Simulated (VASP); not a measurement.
Crystal: Si2W.

```xyz
3
Lattice="-1.6069 1.6069 3.9150 1.6069 -1.6069 3.9150 1.6069 1.6069 -3.9150" Properties=species:S:1:pos:R:3 pbc="T T T"
Si    0.0000    0.0000    2.6207
Si    0.0000    0.0000    5.2092
W     0.0000    0.0000    0.0000
```

```yaml
Program: VASP 6.6.1
Task: relaxation of cell and atoms
Functional: PBE
Potentials_or_basis: VASP PAW PBE potentials, release 64 (Si, W_sv)
Cutoff: 520 eV
k_mesh: 18 × 18 × 18
Occupations: gaussian, width 1 eV
Spin: no spin polarisation
```

At the start: pressure 4.7 GPa; volume 13.48 Å³/atom.

Problem. How do energy, volume and symmetry change on relaxing?

Solution. Over 10 steps the energy falls by 4.7 meV/atom and the volume is 13.75 Å³/atom (+2.0 %); space group I4/mmm (No. 139, to 0.05 Å).

The path:
| step | energy change (eV) | largest force (eV/Å) | pressure (GPa) | volume (Å³) |
| --- | --- | --- | --- | --- |
| 1 | 0.0000 | 0.1801 | 4.67 | 40.44 |
| 2 | 0.0224 | 0.0988 | -7.21 | 42.78 |
| 3 | -0.0138 | 0.0652 | -0.20 | 41.31 |
| 4 | -0.0138 | 0.0673 | -0.12 | 41.29 |
| 5 | -0.0142 | 0.0203 | 0.06 | 41.24 |
| 6 | -0.0142 | 0.0182 | 0.06 | 41.24 |
| 7 | -0.0142 | 0.0022 | -0.07 | 41.26 |
| 8 | -0.0142 | 0.0013 | -0.05 | 41.26 |
| 9 | -0.0142 | 0.0011 | 0.04 | 41.24 |
| 10 | -0.0142 | 0.0000 | 0.01 | 41.25 |

Final structure:
```yaml
crystal:
  lattice:
    - [-1.61438, 1.61438, 3.95675]
    - [1.61438, -1.61438, 3.95675]
    - [1.61438, 1.61438, -3.95675]
  atoms:
    - { symbol: Si, position: [0.33377, 0.33377, 0.00000] }
    - { symbol: Si, position: [0.66623, 0.66623, 0.00000] }
    - { symbol: W, position: [0.00000, 0.00000, 0.00000] }
```
